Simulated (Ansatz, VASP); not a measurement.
# KZnF3 in two plane-wave programs, part 2 of 2

Wanted: the spread between two codes on one cell, functional and k mesh. The cell is taken from a series of runs on this material, whose earlier steps may have relaxed, scaled, displaced or heated it; both programs get it as it stands.

VASP 6.6.1 and Ansatz 0.2.0.

So far: The structure; VASP: dielectric response, PBE.

## Step 3: Ansatz: dielectric response, PBE

Level of this step: Ansatz beside VASP: Kohn-Sham DFT, plane waves, PBE (Ansatz).

Ansatz runs on its default PAW (the set named soft_2) files.

The same cell, functional and mesh now go to Ansatz, which takes its cutoff from its data sets.

input.yaml

```yaml
crystal:
  lattice:
    - [4.05, 0.0, 0.0]
    - [0.0, 4.05, 0.0]
    - [0.0, 0.0, 4.05]
  atoms:
    - { symbol: Zn, position: [0.5, 0.5, 0.5] }
    - { symbol: K, position: [0.0, 0.0, 0.0] }
    - { symbol: F, position: [0.5, 0.0, 0.5] }
    - { symbol: F, position: [0.0, 0.5, 0.5] }
    - { symbol: F, position: [0.5, 0.5, 0.0] }
kpoints:
  mp_grid: { grid: [4, 4, 4] }
scf:
  occupations: { method: fixed }
hamiltonian:
  xc: pbe
  pseudopotentials: { kind: paw }
dielectric:
  field_mesh: kpoints
```

The run is started by

```console
$ ansatz run input.yaml --threads 2 --pin off --max-ram 5120MiB --backend cpu --events-out ev --progress --plain --runs-dir out
```

Numbers of over 12 decimals in the logs are rounded to 6 here.

What it wrote:

```text
Engine: ansatz 0.2.0, aarch64-unknown-linux-gnu
Pseudopotentials: kind: paw
Pseudopotential: Zn, paw, valence charge 12, recommended cutoff 420 eV (normal), Zn.paw.azcp
Pseudopotential: K, paw, valence charge 9, recommended cutoff 420 eV (normal), K.paw.azcp
Pseudopotential: F, paw, valence charge 7, recommended cutoff 420 eV (normal), F.paw.azcp
Functional definition: PBE
  parameter kappa = 0.804
  parameter beta = 0.066725
  exchange = pbe_x(kappa = kappa, mu = beta*pi^2/3)
  correlation = pbe_c(beta = beta)
Crystal: 5 atoms, lattice volume = 66.430 Å³
Basis set: ecut = 420 eV, 1309 PW (Γ), exchange–correlation on 60×60×60 points (8 copies of the dense FFT grid, shifted against one another)
Bands: 26, of which v1, the nominal top of the filled ones, is band 21 counted from 1 (20 counted from 0)
Symmetry: 48 space group operations
k-points: 18 of 64 (irreducible under 8 space group operations, time reversal used)
Non-local potential: Zn, projectors of the file, l = 0: 2, l = 1: 2, l = 2: 3, l = 3: 1
Non-local potential: K, projectors of the file, l = 0: 3, l = 1: 2, l = 2: 2
Non-local potential: F, projectors of the file, l = 0: 2, l = 1: 2, l = 2: 1
PAW form: soft (Blöchl's): semilocal exchange-correlation on the pseudo side does not see the compensation charge
PAW one-centre angular grid: Zn, 590 points (default); XC on 64 Gauss nodes
PAW one-centre angular grid: K, 110 points (default); XC on 64 Gauss nodes
PAW one-centre angular grid: F, 110 points (default); XC on 64 Gauss nodes
Initial density: superposition of atomic densities (neutral atoms: chi_scale 0, normalization atom), corrected by the library's trained network
Initial wavefunctions: pseudopotential atomic-orbital guess
Functional: x = pbe(κ = 0.804, μ = 0.219515), c = pbe(β = 0.066725)
SCF iter   1: F=—  HF=-7286.257001 eV  |F-HF|=—  |Δ(HF+E_count)|=         —  Δρ=5.36e-4  dr2=1.03e-4  ethr=1.77e-3  ⟨swp⟩=4.3  Hψ=2007  notcnv=0  defer=35
preconditioner: auto → Resta (q_TF=auto, 2.528 Å⁻¹)  ε∞=3.9  [insulator: Δε(μ)=3.853 eV  Ē_g=17.240 eV  n_scr=18 (ndim 8)  ℏωp=29.5 eV  f_vac=0.047  ε∞_Penn≈3.9]
SCF iter   2: F=—  HF=-7286.257183 eV  |F-HF|=—  |Δ(HF+E_count)|=   1.81e-4  Δρ=2.82e-4  dr2=3.64e-5  ethr=2.46e-7  ⟨swp⟩=2.0  Hψ=1031  notcnv=0  defer=49
SCF iter   3: F=—  HF=-7286.257313 eV  |F-HF|=—  |Δ(HF+E_count)|=   1.30e-4  Δρ=6.68e-5  dr2=3.42e-6  ethr=8.68e-8  ⟨swp⟩=2.0  Hψ=815  notcnv=0  defer=48
SCF iter   4: F=—  HF=-7286.257315 eV  |F-HF|=—  |Δ(HF+E_count)|=   1.67e-6  Δρ=9.31e-5  dr2=3.46e-6  ethr=8.14e-9  ⟨swp⟩=2.0  Hψ=810  notcnv=0  defer=22
SCF iter   5: F=—  HF=-7286.257313 eV  |F-HF|=—  |Δ(HF+E_count)|=   1.38e-6  Δρ=1.18e-5  dr2=1.11e-7  ethr=8.14e-9  ⟨swp⟩=2.0  Hψ=701  notcnv=0  defer=22
SCF iter   6: F=—  HF=-7286.257313 eV  |F-HF|=—  |Δ(HF+E_count)|=   6.48e-8  Δρ=1.27e-5  dr2=5.90e-8  ethr=2.65e-10  ⟨swp⟩=2.0  Hψ=810  notcnv=0  defer=22
SCF iter   7: F=—  HF=-7286.257313 eV  |F-HF|=—  |Δ(HF+E_count)|=   1.90e-8  Δρ=1.29e-6  dr2=8.73e-10  ethr=1.41e-10  ⟨swp⟩=2.0  Hψ=759  notcnv=0  defer=22
SCF iter   8: F=—  HF=-7286.257313 eV  |F-HF|=—  |Δ(HF+E_count)|=  6.94e-10  Δρ=6.39e-7  dr2=1.69e-10  ethr=2.08e-12  ⟨swp⟩=2.1  Hψ=770  notcnv=0  defer=22
SCF iter   9: F=-7286.257313 eV  HF=-7286.257313 eV  |F-HF|=9.09e-13  |Δ(HF+E_count)|=  2.64e-11  Δρ=4.90e-8  dr2=1.30e-12  ethr=1.00e-12  ⟨swp⟩=7.1  Hψ=1648  notcnv=0
SCF 1 converged in 9 iterations: F = -7286.257313 eV  dr2 = 1.30e-12
  greatest PAW one-centre occupation: 0.994 electrons in one spin orbital (limit 2), on the Zn atom at site 0 (counted from 0), in its partial waves of l = 2
DFPT response loops at Γ: preconditioner auto → none (the input reference at scf.mixing.eps_inf says where Resta's filter doesn't serve); β = 0.50; Broyden in place of MSR1
SCF converged after 9 iterations
Free energy (F): -7286.257313 eV
Harris-Foulkes:  -7286.257313 eV  (|F-HF|=9.09e-13)
Internal energy: -7286.257313 eV  (E = F + TS)
E sigma→0 (E₀):  -7286.257313 eV
Fermi energy:    4.220733 eV
--- Per-component energies (eV) ---
  E_band       = -149.179019
  E_kinetic    = 1007.012669
  E_local      = -4054.974918  (includes V_loc(G=0)·N_el)
  E_nonlocal   = 857.939644
  E_hartree    = 1602.089963
  E_xc         = -511.254637
  E_vxc        = -523.240711  (∫ρ·V_xc dr)
  E_paw        = -3220.931656  (= ΣΔE_a)
  E_vpaw       = -640.101388  (= ΣTr[D̂ρ^β])
  E_aug_tail   = 0.005808  (compensation charges beyond the density's cutoff)
  E_ewald      = -2966.144187
  E_smearing   = -0.000000  (= −TS)
  E_closure    = 0.000000  (closes the sum)
  Σ components = -7286.257313   (vs F -7286.257313, Δ=0.00e0)
--- Band table (eV; the first three rows and the last of 18) ---
  k-point 0: bands = [... 17 lower, 2.1862, 2.3939, 2.3939, 2.3939, 8.0831, 12.9604, 12.9604, 13.6839, ... 1 higher]
  k-point 1: bands = [... 17 lower, 2.2315, 2.4398, 2.4433, 2.4433, 9.2053, 13.2008, 13.4110, 14.3938, ... 1 higher]
  k-point 2: bands = [... 17 lower, 2.2227, 2.5332, 2.5332, 2.6356, 10.8458, 12.5681, 13.8989, 15.3033, ... 1 higher]
  k-point 17: bands = [... 17 lower, 2.7622, 2.7622, 4.2207, 4.2207, 12.7008, 12.7008, 12.7008, 14.5024, ... 1 higher]
--- Dielectric response (ions clamped): 1 representative field direction + reference, on 18 of 64 k-points (Σ response iterations 8) ---
  k mesh reduced under 8 symmetry operations, with k and −k counted as one. Each operation leaves every solved perturbation unchanged. A smaller set is not considered because the run solves the response to a homogeneous field
  ε∞ (high-frequency dielectric tensor):
        2.389466     0.000000    -0.000000
        0.000000     2.389466     0.000000
        0.000000     0.000000     2.389466
  Born effective charges Z* (e; rows j = field, columns β = displacement):
    site 0:
         2.32008   -0.00000    0.00000
        -0.00000    2.32008    0.00000
         0.00000    0.00000    2.32008
    site 1:
         1.19760    0.00000    0.00000
         0.00000    1.19760    0.00000
         0.00000    0.00000    1.19760
    site 2:
        -0.89649    0.00000    0.00000
        -0.00000   -1.72470    0.00000
         0.00000    0.00000   -0.89649
    site 3:
        -1.72470   -0.00000   -0.00000
         0.00000   -0.89649    0.00000
         0.00000    0.00000   -0.89649
    site 4:
        -0.89649    0.00000    0.00000
         0.00000   -0.89649    0.00000
         0.00000    0.00000   -1.72470
  Z* charge neutrality: 3.444e-5 e pre-enforcement
  k-mesh period / interband length: 16.2 Å / 0.99 Å = 16.37 at k = (0.0000, 0.0000, 0.0000), direct gap 5.689 eV — 14 or more, which is no proof of convergence
```

In the SCF lines HF is the Harris–Foulkes energy and dr2 the Hartree energy of the density residual, in eV; the loop may stop once dr2 is under the threshold and the program's other checks hold. Hψ counts applications of the Hamiltonian.

## Step 4: Differences

Known differences besides the potentials themselves: fixed occupations in Ansatz, narrow Gaussian smearing in VASP; the cutoff is 420 eV in Ansatz and 520 eV in VASP. Total energies have different zeros and are not compared.

The two programs side by side:

```
quantity  Ansatz  VASP  difference
   ε∞ xx    2.39  2.37     +0.94 %
   ε∞ yy    2.39  2.37     +0.94 %
   ε∞ zz    2.39  2.37     +0.94 %
```

## Step 5: What came out

- difference in ε∞ xx (dielectric response, PBE): 0.94 %

What this shows: The difference in ε∞ xx is 0.94 % (dielectric response, PBE), within the 5 % picked in this series as the mark of a large difference. Such differences can come from data sets, numerical settings and the points named under the comparisons, not from the functional's error against experiment.

[Lines on the potential files, build, host, timing and source positions are cut from VASP's logs without a mark.]

[Logs are printed without paths, hosts, clocks, repeated set-up lines and the standing remarks that a program may print on its own settings, such as how far it seeks lower states.]

[Hosts, paths, dates, database ids (printed as entryN), source tags and the programs' standing remarks are cut or masked in the printed files.]
